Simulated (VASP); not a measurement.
# BeZnF4 (F-43m) in VASP: further runs

The runs below take BeZnF4 through single point, relaxation of cell and atoms, with PBE.

All numbers are computed with VASP 6.6.1; they aren't measurements. Logs are shortened: lines on timing, memory, paths and dates and some standing lists are left out, and cuts for length are marked.

**1. The crystal as given**

It takes space group F-43m (No. 216, cubic). Conventional cell: a = 8.028 Å, b = 8.028 Å, c = 8.028 Å, α = 90.00°, β = 90.00°, γ = 90.00°. Be (site symmetry -43m) is surrounded by 4 F at 1.56 Å. Zn (site symmetry -43m) has 4 F at 1.91 Å as nearest neighbours. F (site symmetry 3m) is surrounded by 1 Be at 1.56 Å.

The cell was built by a generator and needn't be a form met in nature.

**2. Single point, PBE**

INCAR reads:

```
PREC = Accurate
ENCUT = 520
EDIFF = 1E-6
ISMEAR = 0
SIGMA = 0.02
LREAL = False
LASPH = True
NELM = 100
ALGO = Normal
ISIF = 2
LWAVE = False
LCHARG = True
GGA = PE
LELF = True
LVHAR = True
NBANDS = 30
```

KPOINTS reads:

```
Automatic mesh
0
Gamma
  6 6 6
```

POSCAR reads:

```
BeZnF4
1.0
    0.0000000000      4.0138233875      4.0138233875
    4.0138233875      0.0000000000      4.0138233875
    4.0138233875      4.0138233875      0.0000000000
Be Zn F
1 1 4
Direct
    0.7500000000      0.7500000000      0.7500000000
    0.5000000000      0.5000000000      0.5000000000
    0.6376764926      0.6376764926      0.6376764926
    0.6376764926      0.6376764926      0.0869705221
    0.6376764926      0.0869705221      0.6376764926
    0.0869705221      0.6376764926      0.6376764926
```

Potentials or basis: VASP PAW PBE potentials, release 64 (Be, Zn, F).

Run with:

```sh
> cat potpaw_PBE.64/Be/POTCAR potpaw_PBE.64/Zn/POTCAR potpaw_PBE.64/F/POTCAR > POTCAR
> mpirun -np 1 vasp_std > vasp.out
```

OUTCAR:

```text
PREC = Accurate
   ENCUT = 520
   EDIFF = 1E-6
   ISMEAR = 0
   LREAL = False
   LASPH = True
   NELM = 100
   ISIF = 2
   GGA = PE

 ion  position               nearest neighbor table
   1  0.750  0.750  0.750-   4 1.56   5 1.56   6 1.56   3 1.56
   2  0.500  0.500  0.500-   3 1.91   4 1.91   5 1.91   6 1.91
   3  0.638  0.638  0.638-   1 1.56   2 1.91
   4  0.638  0.638  0.087-   1 1.56   2 1.91
   5  0.638  0.087  0.638-   1 1.56   2 1.91
   6  0.087  0.638  0.638-   1 1.56   2 1.91

  LATTYP: Found a face centered cubic cell.
 ALAT       =     8.0276467750

  Lattice vectors:

 A1 = (   0.0000000000,   4.0138233875,   4.0138233875)
 A2 = (   4.0138233875,   0.0000000000,   4.0138233875)
 A3 = (   4.0138233875,   4.0138233875,   0.0000000000)

Analysis of symmetry for initial positions (statically):
=====================================================================
 Subroutine PRICEL returns:
 Original cell was already a primitive cell.

 Routine SETGRP: Setting up the symmetry group for a
 face centered cubic supercell.

 Subroutine GETGRP returns: Found 24 space group operations
 (whereof 24 operations were pure point group operations)
 out of a pool of 48 trial point group operations.

The static configuration has the point symmetry T_d .

Analysis of symmetry for dynamics (positions and initial velocities):
=====================================================================
 Subroutine PRICEL returns:
 Original cell was already a primitive cell.

 Routine SETGRP: Setting up the symmetry group for a
 face centered cubic supercell.

 Subroutine GETGRP returns: Found 24 space group operations
 (whereof 24 operations were pure point group operations)
 out of a pool of 48 trial point group operations.

The dynamic configuration has the point symmetry T_d .

 Subroutine INISYM returns: Found 24 space group operations
 (whereof 24 operations are pure point group operations),
 and found     1 'primitive' translations

----------------------------------------------------------------------------------------

                                     Primitive cell

  volume of cell :     129.3316

  direct lattice vectors                    reciprocal lattice vectors
     0.000000000  4.013823387  4.013823387    -0.124569507  0.124569507  0.124569507
     4.013823387  0.000000000  4.013823387     0.124569507 -0.124569507  0.124569507
     4.013823387  4.013823387  0.000000000     0.124569507  0.124569507 -0.124569507

  length of vectors
     5.676403472  5.676403472  5.676403472     0.215760715  0.215760715  0.215760715

  position of ions in fractional coordinates (direct lattice)
     0.750000000  0.750000000  0.750000000
     0.500000000  0.500000000  0.500000000
     0.637676493  0.637676493  0.637676493
     0.637676493  0.637676493  0.086970522
     0.637676493  0.086970522  0.637676493
     0.086970522  0.637676493  0.637676493

  ion indices of the primitive-cell ions
   primitive index   ion index
                 1           1
                 2           2
                 3           3
                 4           4
                 5           5
                 6           6

----------------------------------------------------------------------------------------

 KPOINTS: Automatic mesh

Automatic generation of k-mesh.
 Grid dimensions read from file:
 generate k-points for:    6    6    6

 Generating k-lattice:

  Cartesian coordinates                     Fractional coordinates (reciprocal lattice)
    -0.020761584  0.020761584  0.020761584     0.166666667  0.000000000  0.000000000
     0.020761584 -0.020761584  0.020761584     0.000000000  0.166666667  0.000000000
     0.020761584  0.020761584 -0.020761584     0.000000000  0.000000000  0.166666667

  Length of vectors
     0.035960119  0.035960119  0.035960119

  Shift w.r.t. Gamma in fractional coordinates (k-lattice)
     0.000000000  0.000000000  0.000000000

 Subroutine IBZKPT returns following result:
 ===========================================

 Found     16 irreducible k-points:

 Following reciprocal coordinates:
            Coordinates               Weight
  0.000000  0.000000  0.000000      1.000000
  0.166667  0.000000  0.000000      8.000000
  0.333333  0.000000  0.000000      8.000000
  0.500000  0.000000  0.000000      4.000000
  0.166667  0.166667  0.000000      6.000000
  0.333333  0.166667  0.000000     24.000000
[... 8 lines left out ...]
 -0.333333  0.333333  0.166667     24.000000
 -0.333333  0.500000  0.166667     12.000000
   k-points           NKPTS =     16   k-points in BZ     NKDIM =     16   number of bands    NBANDS=     30
   number of dos      NEDOS =    301   number of ions     NIONS =      6
   total plane-waves  NPLWV =  74088
   dimension x,y,z NGX =    42 NGY =   42 NGZ =   42
   dimension x,y,z NGXF=    84 NGYF=   84 NGZF=   84
   ions per type =               1   1   4
   NGX,Y,Z   is equivalent  to a cutoff of  12.30, 12.30, 12.30 a.u.
   NGXF,Y,Z  is equivalent  to a cutoff of  24.60, 24.60, 24.60 a.u.
 SYSTEM =  unknown system
   PREC   = accura    normal or accurate (medium, high low for compatibility)
   ISTART =      0    job   : 0-new  1-cont  2-samecut
   ICHARG =      2    charge: 1-file 2-atom 10-const
   ISPIN  =      1    spin polarized calculation?
   LNONCOLLINEAR =      F non collinear calculations
   LSORBIT =      F    spin-orbit coupling
   LASPH  =      T    aspherical Exc in radial PAW
   ENCUT  =  520.0 eV  38.22 Ry    6.18 a.u.  10.55 10.55 10.55*2*pi/ulx,y,z
   NELM   =    100;   NELMIN=  2; NELMDL= -5     # of ELM steps
   EDIFF  = 0.1E-05   stopping-criterion for ELM
   LREAL  =      F    real-space projection
   EDIFFG = 0.1E-04   stopping-criterion for IOM
   NSW    =      0    number of steps for IOM
   IBRION =     -1    ionic relax: 0-MD 1-quasi-New 2-CG
   NFREE  =      0    steps in history (QN), initial steepest desc. (CG)
   ISIF   =      2    stress and relaxation
   ISYM   =      2    0-nonsym 1-usesym 2-fastsym
   POTIM  = 0.5000    time-step for ionic-motion
   TEBEG  =    0.0;   TEEND  =   0.0 temperature during run
   PSTRESS=    0.0 pullay stress
   NELECT =      42.0000    total number of electrons
   NUPDOWN=      -1.0000    fix difference up-down
   EMIN   =  10.00;   EMAX   =-10.00  energy-range for DOS
   EFERMI =   0.00;   METHOD = LEGACY
   ISMEAR =     0;   SIGMA  =   0.02  broadening in eV -4-tet -1-fermi 0-gaus
   EFERMI_NEDOS =   21; number of points for ismear=-14 and -15
   IALGO  =     38    algorithm
   IMIX   =      4    mixing-type and parameters
     AMIX     =   0.40;   BMIX     =  1.00
     AMIX_MAG =   1.60;   BMIX_MAG =  1.00
  volume/ion in A,a.u.               =      21.56       145.46
  Fermi-wavevector in a.u.,A,eV,Ry     =   1.125269  2.126450 17.228108  1.266230
  Thomas-Fermi vector in A             =   2.261945
   LORBIT       =      0    0 simple, 1 ext, 2 COOP (PROOUT), +10 PAW based schemes
   GGA     = PE    functional components
   LHFCALC =     F    Hartree Fock is set to
   AEXX    =    0.0000 exact exchange contribution
   IVDW    =     0    specifies the selected vdW correction
   LEPSILON=     F    determine dielectric tensor
   LRPA    =     F    only Hartree local field effects (RPA)
 non-spin polarized calculation
 Gauss-broadening in eV      SIGMA  =   0.02
  energy-cutoff  :      520.00
  volume of cell :      129.33
 maximum number of plane-waves:      3515
   NGX = 21   NGY = 21   NGZ = 21

 number of electron      42.0000023 magnetization

 Free energy of the ion-electron system (eV)
  ---------------------------------------------------
  ext. energy  EPLUGINS =         0.00000000
  ---------------------------------------------------
  free energy    TOTEN  =       -28.43017421 eV

  energy without entropy =      -28.43017421  energy(sigma->0) =      -28.43017421

 E-fermi :  -5.4218     XC(G=0):  -6.2342

 val. band max:       -5.5698759525   @ k =  -0.3333   0.1667   0.0000
 cond. band min:       0.2802410344   @ k =   0.0000   0.0000   0.0000
 fundamental gap:      5.8501169869
 Fermi energy:        -5.4217795907

 k-point     1 :       0.0000    0.0000    0.0000
  band No.  band energies     occupation
      1     -26.1312      2.00000
      2     -25.5968      2.00000
      3     -25.5968      2.00000
      4     -25.5968      2.00000
      5     -10.4765      2.00000
      6      -9.4331      2.00000
[... 22 lines left out ...]
     29       7.7159      0.00000
     30       8.7411      0.00000

 k-point     2 :       0.1667    0.0000    0.0000
  band No.  band energies     occupation
      1     -26.1150      2.00000
      2     -25.6154      2.00000
      3     -25.5972      2.00000
      4     -25.5972      2.00000
      5     -10.4285      2.00000
      6      -9.4710      2.00000
[... 22 lines left out ...]
     29       7.7271      0.00000
     30       8.9533      0.00000

 k-point     3 :       0.3333    0.0000    0.0000
  band No.  band energies     occupation
      1     -26.0785      2.00000
      2     -25.6561      2.00000
      3     -25.5974      2.00000
      4     -25.5974      2.00000
      5     -10.3216      2.00000
      6      -9.5556      2.00000
[... 22 lines left out ...]
     29       7.6759      0.00000
     30       9.6147      0.00000

 k-point     4 :       0.5000    0.0000    0.0000
  band No.  band energies     occupation
      1     -26.0575      2.00000
      2     -25.6795      2.00000
      3     -25.5976      2.00000
      4     -25.5976      2.00000
      5     -10.2598      2.00000
      6      -9.6055      2.00000
[... 352 lines left out ...]
     29       8.7331      0.00000
     30       8.9123      0.00000

 k-point    15 :      -0.3333    0.3333    0.1667
  band No.  band energies     occupation
      1     -26.0334      2.00000
      2     -25.7046      2.00000
      3     -25.5982      2.00000
      4     -25.5980      2.00000
      5     -10.1950      2.00000
      6      -9.6009      2.00000
[... 22 lines left out ...]
     29       8.8964      0.00000
     30       9.4093      0.00000

 k-point    16 :      -0.3333    0.5000    0.1667
  band No.  band energies     occupation
      1     -26.0246      2.00000
      2     -25.7139      2.00000
      3     -25.5982      2.00000
      4     -25.5981      2.00000
      5     -10.1712      2.00000
      6      -9.6137      2.00000
[... 22 lines left out ...]
     29       9.1069      0.00000
     30       9.9922      0.00000

------------------------ aborting loop because EDIFF is reached ----------------------------------------

  FORCE on cell =-STRESS in cart. coord.  units (eV):
  Direction    XX          YY          ZZ          XY          YZ          ZX
  --------------------------------------------------------------------------------------
  -------------------------------------------------------------------------------------
  Total        0.1599487      0.1599487      0.1599487     -0.0000000     -0.0000000      0.0000000
  in kB        1.9814653      1.9814653      1.9814653     -0.0000000     -0.0000000      0.0000000
  external PRESSURE =       1.9814653 kB  Pullay stress =       0.0000000 kB

 VOLUME and BASIS-vectors are now :
 -----------------------------------------------------------------------------
  energy-cutoff  :      520.00
  volume of cell :      129.33
      direct lattice vectors                 reciprocal lattice vectors
     0.000000000  4.013823387  4.013823387    -0.124569507  0.124569507  0.124569507
     4.013823387  0.000000000  4.013823387     0.124569507 -0.124569507  0.124569507
     4.013823387  4.013823387  0.000000000     0.124569507  0.124569507 -0.124569507

 POSITION                                       TOTAL-FORCE (eV/Angst)
 -----------------------------------------------------------------------------------
      6.02074      6.02074      6.02074         0.000000      0.000000     -0.000000
      4.01382      4.01382      4.01382         0.000000      0.000000     -0.000000
      5.11904      5.11904      5.11904         0.032708      0.032708      0.032708
      2.90861      2.90861      5.11904        -0.032708     -0.032708      0.032708
      2.90861      5.11904      2.90861        -0.032708      0.032708     -0.032708
      5.11904      2.90861      2.90861         0.032708     -0.032708     -0.032708
 -----------------------------------------------------------------------------------
    total drift:                                0.000003      0.000003      0.000003

  FREE ENERGIE OF THE ION-ELECTRON SYSTEM (eV)
  ---------------------------------------------------
  free  energy   TOTEN  =       -28.4301742052 eV

  energy  without entropy=      -28.4301742052  energy(sigma->0) =      -28.43017421
```

It took 42 s on 1 thread of Intel Xeon 6975P-C (Granite Rapids), shared host; peak memory 0.27 GiB.

What came out:

```yaml
Free_energy: -28.4302 eV
Pressure: 0.2 GPa
Largest_force: 0.057 eV/Å
Band_gap_on_the_k_mesh: 5.85 eV, indirect (least direct gap 5.91 eV)
```

Forces in eV/Å, atoms in the order of the input:
```
Be   0.000  0.000  0.000
Zn   0.000  0.000  0.000
F    0.033  0.033  0.033
F   -0.033 -0.033  0.033
F   -0.033  0.033 -0.033
F    0.033 -0.033 -0.033
```

(Continued in part 2 of 2.)
